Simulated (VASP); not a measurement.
A run of VASP 6.6.1 is set up as follows.

Contents of INCAR:

```
SYSTEM = CdSb2O4
PREC = Normal ; ENCUT = 520
EDIFF = 1E-5 ; ISMEAR = 0
SIGMA = 0.05 ; LREAL = Auto
LASPH = .True. ; NELM = 80
ALGO = Fast ; ISIF = 2
LWAVE = .False. ; LCHARG = .False.
GGA = PE
```

KPOINTS

```
Automatic mesh
0
Gamma
  3 2 5
  0 0 0
```

Contents of POSCAR:

```
CdSb2O4
1.0
    7.1034700000      0.0000000000      0.0000000000
    0.0000000000     10.0643600000      0.0000000000
    0.0000000000      0.0000000000      3.3986600000
Cd Sb O
2 4 8
Direct
    0.0000000000      0.0000000000      0.0000000000
    0.5000000000      0.5000000000      0.0000000000
    0.6070790000      0.2047350000      0.5000000000
    0.3929210000      0.7952650000      0.5000000000
    0.1070790000      0.2952650000      0.5000000000
    0.8929210000      0.7047350000      0.5000000000
    0.1929440000      0.1923120000      0.0000000000
    0.8070560000      0.8076880000      0.0000000000
    0.1046730000      0.8610980000      0.5000000000
    0.8953270000      0.1389020000      0.5000000000
    0.6929440000      0.3076880000      0.0000000000
    0.3070560000      0.6923120000      0.0000000000
    0.3953270000      0.3610980000      0.5000000000
    0.6046730000      0.6389020000      0.5000000000
```

Potentials or basis: VASP PAW PBE potentials, release 64 (Cd, Sb, O).

Command:

```console
$ cat potpaw_PBE.64/Cd/POTCAR potpaw_PBE.64/Sb/POTCAR potpaw_PBE.64/O/POTCAR > POTCAR
$ mpirun -np 1 vasp_std > vasp.out
```

Task: Estimate the band gap on the k mesh.

Result: 2.28 eV, indirect (least direct gap 2.44 eV).

Task: What does it give for the largest force?

Result: 0.024 eV/Å.

Task: Estimate the pressure.

Result: 0.0 GPa.

Forces on the atoms (eV/Å):
```
Cd   0.000  0.000  0.000
Cd   0.000  0.000  0.000
Sb   0.023  0.002  0.000
Sb  -0.023 -0.002  0.000
Sb   0.023 -0.002  0.000
Sb  -0.023  0.002  0.000
O    0.007 -0.003  0.000
O   -0.007  0.003  0.000
O    0.000  0.004  0.000
O    0.000 -0.004  0.000
O    0.007  0.003  0.000
O   -0.007 -0.003  0.000
O    0.000  0.004  0.000
O    0.000 -0.004  0.000
```

Caveat: spin-orbit coupling is left out, which moves the levels of the heavy elements; an odd mesh through Γ misses points on the zone boundary, where band edges often lie.
